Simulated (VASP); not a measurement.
# Sb2Pt (Geversite): formation energy of S on the Pt site, part 5 of 6

Wanted: what S on the Pt site costs in Sb2Pt (Geversite) and how the lattice relaxes round it. The start is a cell from a database of measured crystal structures.

VASP 6.6.1, plane waves and PAW; the level of theory is named at each step.

So far. Step 6 (Reference Sb): The run ended after 11 ionic steps, 0.011 eV below its first step, once forces and stress met EDIFFG = -0.02. Step 6 (Reference Sb): Energy at zero smearing: -74.53210 eV.

### Step 7. The defect cell

This step: SCAN; plane waves and PAW (S, Pt, Sb) (VASP 6.6.1).

System of this step: Sb16Pt7S (Geversite). The cell holds 24 atoms: 1 S, 7 Pt and 16 Sb. Its edges and angles: a = 9.107 Å, b = 9.107 Å, c = 9.107 Å, α = 60.0°, β = 60.0°, γ = 60.0°. It derives from Sb2Pt (Geversite). Nearest the centre at fractional (0.500, 0.000, 0.000): S1 at 0.00 Å, Sb14 at 2.67 Å, Sb21 at 2.67 Å, Sb16 at 2.67 Å, Sb23 at 2.67 Å, Sb20 at 2.67 Å, Sb11 at 2.67 Å, Sb18 at 4.18 Å.

The host is treated as a metal, since its gap is under 0.3 eV or closed. The run keeps 6 symmetry operations, which cuts the number of k-points but bars distortions that break them. The atoms relax at the host's fixed cell.

File INCAR:

```
SYSTEM = Sb16Pt7S
PREC = Normal
ENCUT = 300
EDIFF = 1E-05
NELM = 120
ISMEAR = 1
SIGMA = 0.2
LREAL = Auto
ALGO = Normal
METAGGA = SCAN
LASPH = .TRUE.
NBANDS = 102
LORBIT = 11
LWAVE = False
LCHARG = .TRUE.
KPAR = 2
NCORE = 2
IBRION = 2
NSW = 50
ISIF = 2
EDIFFG = -0.03
POTIM = 0.4
MAXMIX = 40
ISYM = 2
```

File POSCAR:

```
Sb16Pt7S
1.0
    0.0000000000      6.4398658394      6.4398658394
    6.4398658394      0.0000000000      6.4398658394
    6.4398658394      6.4398658394      0.0000000000
S Pt Sb
1 7 16
Direct
    0.5000000000      0.0000000000      0.0000000000
    0.0000000000      0.5000000000      0.5000000000
    0.0000000000      0.0000000000      0.5000000000
    0.5000000000      0.5000000000      0.0000000000
    0.0000000000      0.5000000000      0.0000000000
    0.5000000000      0.0000000000      0.5000000000
    0.0000000000      0.0000000000      0.0000000000
    0.5000000000      0.5000000000      0.5000000000
    0.3127288800      0.5618133700      0.8127288800
    0.8127288800      0.0618133700      0.3127288800
    0.5618133700      0.8127288800      0.3127288800
    0.0618133700      0.3127288800      0.8127288800
    0.8127288800      0.3127288800      0.5618133700
    0.3127288800      0.8127288800      0.0618133700
    0.3127288800      0.3127288800      0.3127288800
    0.8127288800      0.8127288800      0.8127288800
    0.1872711200      0.9381866300      0.6872711200
    0.6872711200      0.4381866300      0.1872711200
    0.9381866300      0.6872711200      0.1872711200
    0.4381866300      0.1872711200      0.6872711200
    0.6872711200      0.1872711200      0.9381866300
    0.1872711200      0.6872711200      0.4381866300
    0.1872711200      0.1872711200      0.1872711200
    0.6872711200      0.6872711200      0.6872711200
```

File KPOINTS:

```
Automatic mesh
0
Gamma
3 3 3
0 0 0
```

Potentials, in the order of the species: S, Pt and Sb (PBE family, release 64).

Launch:

```sh
$ mpirun -np 4 vasp_std
```

The program printed:

```text
[banner, memory and clock lines left out]
running    4 mpi-ranks, on    1 nodes
 distrk:  each k-point on    2 cores,    2 groups
 distr:  one band on    2 cores,    1 groups

 POSCAR found type information on POSCAR S PtSb
 POSCAR found :  3 types and      24 ions
 [... a notice as in an earlier step ...]

 LDA part: xc-table for (None), standard interpolation
 POSCAR, INCAR and KPOINTS ok, starting setup
 FFT: planning ... GRIDC
 FFT: planning ... GRID_SOFT
 FFT: planning ... GRID
 WAVECAR not read
 entering main loop
       N       E                     dE             d eps       ncg     rms          rms(c)
DAV:   1    -0.300631842000E+03   -0.30063E+03   -0.45009E+04  1232   0.860E+02
DAV:   2    -0.108410159806E+04   -0.78347E+03   -0.74247E+03  1408   0.207E+02
DAV:   3    -0.113828748929E+04   -0.54186E+02   -0.52407E+02  1432   0.564E+01
DAV:   4    -0.113961631228E+04   -0.13288E+01   -0.13145E+01  1440   0.908E+00
DAV:   5    -0.113964860558E+04   -0.32293E-01   -0.32188E-01  1466   0.139E+00    0.242E+01
DAV:   6    -0.110912451883E+04    0.30524E+02   -0.76600E+00  1304   0.112E+01    0.147E+01
DAV:   7    -0.110894533231E+04    0.17919E+00   -0.30983E+00  1296   0.690E+00    0.492E+00
DAV:   8    -0.110898579153E+04   -0.40459E-01   -0.94334E-01  1354   0.361E+00    0.100E+00
DAV:   9    -0.110899820485E+04   -0.12413E-01   -0.14443E-01  1384   0.159E+00    0.104E+00
DAV:  10    -0.110899919895E+04   -0.99410E-03   -0.28800E-02  1354   0.620E-01    0.528E-01
DAV:  11    -0.110900258691E+04   -0.33880E-02   -0.91814E-03  1344   0.332E-01    0.320E-01
DAV:  12    -0.110900200038E+04    0.58653E-03   -0.63186E-03  1360   0.328E-01    0.111E-01
DAV:  13    -0.110900228277E+04   -0.28238E-03   -0.10866E-03  1408   0.133E-01    0.288E-02
DAV:  14    -0.110900225945E+04    0.23314E-04   -0.15689E-04  1392   0.400E-02    0.208E-02
DAV:  15    -0.110900225111E+04    0.83411E-05   -0.47997E-05  1144   0.276E-02
   1 F= -.11090023E+04 E0= -.11090066E+04  d E =-.110900E+04
 curvature:   0.00 expect dE= 0.000E+00 dE for cont linesearch  0.000E+00
 trial: gam= 0.00000 g(F)=  0.346E+00 g(S)=  0.000E+00 ort = 0.000E+00 (trialstep = 0.100E+01)
 search vector abs. value=  0.346E+00
 bond charge predicted
       N       E                     dE             d eps       ncg     rms          rms(c)
DAV:   1    -0.110926999636E+04   -0.26774E+00   -0.37682E+00  1230   0.515E+00    0.113E+00
DAV:   2    -0.110926547252E+04    0.45238E-02   -0.31842E-01  1432   0.155E+00    0.937E-01
DAV:   3    -0.110926742840E+04   -0.19559E-02   -0.29571E-02  1384   0.573E-01    0.735E-01
DAV:   4    -0.110926768190E+04   -0.25350E-03   -0.68772E-03  1368   0.287E-01    0.158E-01
DAV:   5    -0.110926783868E+04   -0.15678E-03   -0.15633E-03  1432   0.124E-01    0.865E-02
DAV:   6    -0.110926783203E+04    0.66446E-05   -0.19907E-04  1400   0.445E-02    0.573E-02
DAV:   7    -0.110926784874E+04   -0.16710E-04   -0.39548E-05  1168   0.196E-02    0.161E-02
DAV:   8    -0.110926785374E+04   -0.50000E-05   -0.48928E-06   720   0.104E-02
   2 F= -.11092679E+04 E0= -.11092715E+04  d E =-.265603E+00
[... from here on, the cycles between the ionic steps are left out ...]
   3 F= -.11093604E+04 E0= -.11093637E+04  d E =-.358124E+00
   4 F= -.11093642E+04 E0= -.11093675E+04  d E =-.361956E+00
   5 F= -.11093642E+04 E0= -.11093676E+04  d E =-.361986E+00
   6 F= -.11093726E+04 E0= -.11093760E+04  d E =-.832976E-02
   7 F= -.11093751E+04 E0= -.11093787E+04  d E =-.108820E-01
   8 F= -.11093752E+04 E0= -.11093787E+04  d E =-.109729E-01
   9 F= -.11093772E+04 E0= -.11093808E+04  d E =-.200500E-02
  10 F= -.11093779E+04 E0= -.11093816E+04  d E =-.269774E-02
  11 F= -.11093780E+04 E0= -.11093816E+04  d E =-.274113E-02
 curvature:  -1.46 expect dE=-0.187E-02 dE for cont linesearch -0.461E-05
 trial: gam= 0.53628 g(F)=  0.128E-02 g(S)=  0.000E+00 ort = 0.798E-04 (trialstep = 0.172E+01)
 search vector abs. value=  0.194E-02
 bond charge predicted
       N       E                     dE             d eps       ncg     rms          rms(c)
DAV:   1    -0.110937912551E+04   -0.11735E-02   -0.63033E-02  1224   0.673E-01    0.719E-02
DAV:   2    -0.110937907912E+04    0.46390E-04   -0.43449E-03  1444   0.179E-01    0.140E-01
DAV:   3    -0.110937909788E+04   -0.18765E-04   -0.24917E-04  1402   0.548E-02    0.428E-02
DAV:   4    -0.110937909387E+04    0.40144E-05   -0.31926E-05  1146   0.209E-02
  12 F= -.11093791E+04 E0= -.11093827E+04  d E =-.114220E-02
 trial-energy change:   -0.001142  1 .order   -0.001175   -0.002276   -0.000074
 step:   1.7812(harm=  1.7812)  dis= 0.00373  next Energy= -1109.379128 (dE=-0.118E-02)
 reached required accuracy - stopping structural energy minimisation
```

Run time: 13 min. Hardware: 4 MPI ranks of AMD EPYC 7R43, shared host; peak memory 0.88 GiB.

OUTCAR, selected parts (step 7):

```text
   k-points           NKPTS =      6   k-points in BZ     NKDIM =      6   number of bands    NBANDS=    102

   NELECT =     156.0000    total number of electrons

 E-fermi :   9.1227

 k-point     1 :       0.0000    0.0000    0.0000
  band No.  band energies     occupation
    ...
     78       8.4884      2.00007
     79       8.9690      1.96317
     80       8.9694      1.96201
     81       9.0123      1.79476
     82       9.0869      1.29763
     83       9.9897     -0.00000
     84      10.0472     -0.00000
     85      11.2385     -0.00000
     86      11.2387     -0.00000
     87      11.2843     -0.00000
    ...

  Total       11.0264763     11.0264763     11.0264763      0.3667964      0.3667964     -0.3667964
  in kB       33.0740117     33.0740117     33.0740117      1.1002090      1.1002090     -1.1002090
  external PRESSURE =      33.0740117 kB  Pullay stress =       0.0000000 kB

 POSITION                                       TOTAL-FORCE (eV/Angst)
 -----------------------------------------------------------------------------------
      0.00000      3.21993      3.21993         0.000000      0.000000     -0.000000
      6.43987      3.21993      3.21993         0.000000      0.000000     -0.000000
      3.21993      3.21993      0.00000         0.000000      0.000000     -0.000000
      3.21993      3.21993      6.43987         0.000000      0.000000     -0.000000
      3.21993      0.00000      3.21993         0.000000      0.000000     -0.000000
      3.21993      6.43987      3.21993         0.000000      0.000000     -0.000000
      0.00000      0.00000      0.00000         0.000000      0.000000     -0.000000
      6.43987      6.43987      6.43987         0.000000      0.000000     -0.000000
      8.84205      7.25762      5.62211        -0.016488      0.016488     -0.016488
      2.41345      7.24635      5.63338        -0.005289      0.005289     -0.005289
      7.31659      5.69849      8.80963        -0.000440     -0.016561      0.003068
      7.24330      5.64163      2.41786         0.008972      0.013349      0.002211
      5.63780      8.85636      7.23810         0.002211     -0.008972     -0.013349
      5.58969      2.34321      7.18125         0.003068      0.000440      0.016561
      4.01816      4.02200      4.02337        -0.013349     -0.002211      0.008972
     10.40118     10.50997     10.53652         0.016561     -0.003068     -0.000440
     10.46628      5.63338      7.24635         0.005289     -0.005289      0.005289
      4.03769      5.62211      7.25762         0.016488     -0.016488      0.016488
      5.63643      7.23810     10.46187        -0.008972     -0.013349     -0.002211
      5.56314      7.18125      4.07011         0.000440      0.016561     -0.003068
      7.29004     10.53652      5.69849        -0.003068     -0.000440     -0.016561
      7.24194      4.02337      5.64163        -0.002211      0.008972      0.013349
      2.47855      2.36976      2.34321        -0.016561      0.003068      0.000440
      8.86157      8.85773      8.85636         0.013349      0.002211     -0.008972
 -----------------------------------------------------------------------------------
    total drift:                               -0.000000     -0.000000      0.000000

  FREE ENERGIE OF THE ION-ELECTRON SYSTEM (eV)
  ---------------------------------------------------
  free  energy   TOTEN  =     -1109.3790938697 eV

  energy  without entropy=    -1109.3899258600  energy(sigma->0) =    -1109.38270453

[... 5 parts as in an earlier step ...]

[... 12 further parts left out ...]
```

CONTCAR:

```
Sb16Pt7S
   1.00000000000000
     0.0000000000000000    6.4398658394000003    6.4398658394000003
     6.4398658394000003    0.0000000000000000    6.4398658394000003
     6.4398658394000003    6.4398658394000003    0.0000000000000000
  S               Pt              Sb
     1     7    16
Direct
     0.5000000000000000    0.0000000000000000    0.0000000000000000
     0.0000000000000000    0.5000000000000000    0.5000000000000000
     0.0000000000000000    0.0000000000000000    0.5000000000000000
     0.5000000000000000    0.5000000000000000    0.0000000000000000
     0.0000000000000000    0.5000000000000000    0.0000000000000000
     0.5000000000000000    0.0000000000000000    0.5000000000000000
     0.0000000000000000    0.0000000000000000    0.0000000000000000
     0.5000000000000000    0.5000000000000000    0.5000000000000000
     0.3134914747454730    0.5595255857635889    0.8134914747454731
     0.8126163107400307    0.0621510777799163    0.3126163107400306
     0.5583594859453699    0.8096234127196584    0.3265170119185832
     0.0633704562655023    0.3120820150198666    0.8126779782644203
     0.8118695604502187    0.3120820150198666    0.5633704562655023
     0.3055000994163963    0.8096234127196584    0.0583594859453699
     0.3126779782644201    0.3120820150198666    0.3118695604502189
     0.8265170119185832    0.8096234127196584    0.8055000994163961
     0.1873836892599695    0.9378489222200839    0.6873836892599693
     0.6865085252545269    0.4404744142364110    0.1865085252545270
     0.9366295437344977    0.6879179849801335    0.1873220217355798
     0.4416405140546302    0.1903765872803415    0.6734829880814168
     0.6944999005836039    0.1903765872803415    0.9416405140546301
     0.1881304395497812    0.6879179849801335    0.4366295437344977
     0.1734829880814168    0.1903765872803415    0.1944999005836038
     0.6873220217355797    0.6879179849801335    0.6881304395497813
```

The run keeps the 6 symmetry operations of its start, so it cannot find a distortion of lower symmetry.

The steps of the relaxation:

```
step  energy less that of the first step (eV)  largest force (eV/Å)
   1                                   0.0000                1.2083
   2                                  -0.2656                0.6374
   3                                  -0.3581                0.1649
   4                                  -0.3620                0.1595
   5                                  -0.3620                0.1562
   6                                  -0.3703                0.1062
   7                                  -0.3729                0.0708
   8                                  -0.3730                0.0611
   9                                  -0.3750                0.0612
  10                                  -0.3757                0.0825
  11                                  -0.3757                0.0819
  12                                  -0.3768                0.0286
```

The atoms that moved most (Å):

| atom | dx | dy | dz | length |
| --- | --- | --- | --- | --- |
| Sb11 | 0.069 | 0.067 | -0.042 | 0.105 |
| Sb20 | -0.069 | -0.067 | 0.042 | 0.105 |
| Sb23 | 0.067 | -0.042 | -0.069 | 0.105 |
| Sb16 | -0.067 | 0.042 | 0.069 | 0.105 |
| Sb21 | 0.042 | 0.069 | 0.067 | 0.105 |
| Sb14 | -0.042 | -0.069 | -0.067 | 0.105 |
| Sb18 | 0.010 | -0.010 | 0.010 | 0.017 |
| Sb9 | -0.010 | 0.010 | -0.010 | 0.017 |

The relaxed structure:

```xyz
24
Lattice="0.0000 6.4399 6.4399 6.4399 0.0000 6.4399 6.4399 6.4399 0.0000" Properties=species:S:1:pos:R:3 pbc="T T T"
S     0.0000    3.2199    3.2199
Pt    6.4399    3.2199    3.2199
Pt    3.2199    3.2199    0.0000
Pt    3.2199    3.2199    6.4399
Pt    3.2199    0.0000    3.2199
Pt    3.2199    6.4399    3.2199
Pt    0.0000    0.0000    0.0000
Pt    6.4399    6.4399    6.4399
Sb    8.8420    7.2576    5.6221
Sb    2.4135    7.2463    5.6334
Sb    7.3166    5.6985    8.8096
Sb    7.2433    5.6416    2.4179
Sb    5.6378    8.8564    7.2381
Sb    5.5897    2.3432    7.1812
Sb    4.0182    4.0220    4.0234
Sb   10.4012   10.5100   10.5365
Sb   10.4663    5.6334    7.2463
Sb    4.0377    5.6221    7.2576
Sb    5.6364    7.2381   10.4619
Sb    5.5631    7.1812    4.0701
Sb    7.2900   10.5365    5.6985
Sb    7.2419    4.0234    5.6416
Sb    2.4786    2.3698    2.3432
Sb    8.8616    8.8577    8.8564
```

This step gave:

| Property | Result |
| --- | --- |
| electronic cycles | 64 |
| electrons | 156 |
| free energy (TOTEN) | -1109.3791 eV |
| energy at zero smearing | -1109.3827 eV |
| Fermi energy | 9.123 eV |

Valence density in the bc plane at fractional x = 0.500, through the centre, with atoms of S and Pt and Sb within 0.45 Å of it. It is the smooth field of the valence electrons, not physical close to the nuclei.

Ten even steps from '0' (0.0 e/Å³) to '9' (3.3 e/Å³), each cell a mean:
```
12210000001369742000000022
23210000000135542000000002
11110000000012221000000000
00000000000000010000000000
00000000000000000000000000
00010000000000000000000000
00000000000000000000000000
00000000000000000000000000
11100001001111000000000111
21110001112442100000001234
63110000113576410000001367
96310000012599631000001259
97520000001369742100000136
55420000000135542111001113
22210000000012221111000111
00000000000000000001000010
00000000000000000000000000
00000000000000000000000100
00000000000000000000000000
00000000000000000000000000
00000000001111000000000111
10000000012342100000000122
22100000013576310000000232
02200000002599631000000121
```
Columns run along b (9.1 Å), rows up along c (9.1 Å). Atoms in or near the plane, at fractional coordinates: S at (0.00, 0.00), Pt at (0.50, 0.00), Pt at (0.00, 0.50), Pt at (0.50, 0.50), Sb at (0.81, 0.33), Sb at (0.19, 0.67).

The run ended after 12 ionic steps, 0.377 eV below its first step, once the forces on the free atoms met EDIFFG = -0.03.

The 6 first neighbours (Sb) lie 2.67 Å from the site in the perfect crystal and 2.76 Å on average from the atom on it after the relaxation (+3.5 %).

### Step 8. Formation energies

This step: point defect, SCAN; plane waves and PAW (VASP 6.6.1).

This step runs nothing: it gathers the runs above.

This step gave:

```yaml
formation_energy_of_the_neutral_defect: 3.465 eV
host_formation_enthalpy: -0.6343 eV/atom
```

Formation energy:

```csv
formation energy (eV),largest move (Å)
3.465,0.1046
```

The formation energy is the energy of the relaxed defect cell less that of the perfect cell, with each removed atom booked to its reference and each added atom taken from it.

References, in eV an atom: S -9.584 (S8 molecule), Pt -70.255 (crystal Fm-3m) and Sb -37.266 (crystal R-3m). They were run at the supercell's cutoff and functional, without U, and count both elements from their own phases.

(Continued in part 6 of 6.)

[Lines on the potential files, build, host, timing and source positions are cut from VASP's logs without a mark.]

[Logs are printed without paths, hosts, clocks, repeated set-up lines and the standing remarks that a program may print on its own settings, such as how far it seeks lower states.]

[Hosts, paths, dates, database ids (printed as entryN), source tags and the programs' standing remarks are cut or masked in the printed files.]

[In band tables of VASP the shares of atoms and orbitals are scaled to a sum of 1 inside the atoms' spheres.]

[Runs that stopped without an error message from VASP are left out.]
